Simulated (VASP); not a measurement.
## MgGeSe2: single point with PBE

Crystal: MgGeSe2.

```xyz
4
Lattice="5.1740 0.0000 0.0000 0.0000 5.1740 0.0000 0.0000 0.0000 2.8391" Properties=species:S:1:pos:R:3 pbc="T T T"
Mg    2.5870    2.5870    1.4196
Ge    0.0000    0.0000    0.0000
Se    2.5870    0.0000    0.0000
Se    0.0000    2.5870    0.0000
```

The cell was built by a generator and needn't be a form met in nature.

```
Program                : VASP 6.6.1
Task                   : single point
Functional             : PBE
Potentials or basis    : VASP PAW PBE potentials, release 64 (Mg, Ge_d, Se)
Cutoff                 : 520 eV
k mesh                 : 4 × 4 × 6
Occupations            : gaussian, width 0.1 eV
Spin                   : no spin polarisation
Dipole correction      : no
Further INCAR settings : ALGO = Normal; EDIFF = 1e-06; NBANDS = 22
```

```
Pressure               : 9.7 GPa
Band gap on the k mesh : none (metal or under the smearing width)
```

Stress tensor (GPa, compression positive):
```
 4.55  0.00  0.00
 0.00  4.55  0.00
 0.00  0.00 19.96
```

Levels at points of the mesh, in eV from the Fermi level:
```tsv
k point	band 12	band 13	band 14	band 15	band 16	band 17
(0.00, 0.00, 0.00)	-3.77	-2.09	1.50	2.51	2.53	6.56
(0.50, 0.00, 0.00)	-1.62	-0.31	1.96	2.14	2.44	4.24
(0.50, 0.50, 0.00)	-0.36	-0.08	-0.08	2.15	2.15	2.99
(0.00, 0.00, 0.50)	-4.89	-1.83	-1.83	-1.59	1.04	1.77
(0.50, 0.00, 0.50)	-3.37	-2.81	-2.34	0.67	1.62	2.11
(0.50, 0.50, 0.50)	-3.68	-1.20	-0.69	-0.21	2.36	2.39
```

Run time: 55 s on 1 thread of AMD EPYC 7R43 64-Core Processor (Zen 3), on a shared host, peak memory 0.17 GiB.

Caveat: the k mesh is coarse (spacing up to 0.37 Å⁻¹), so the values aren't converged.
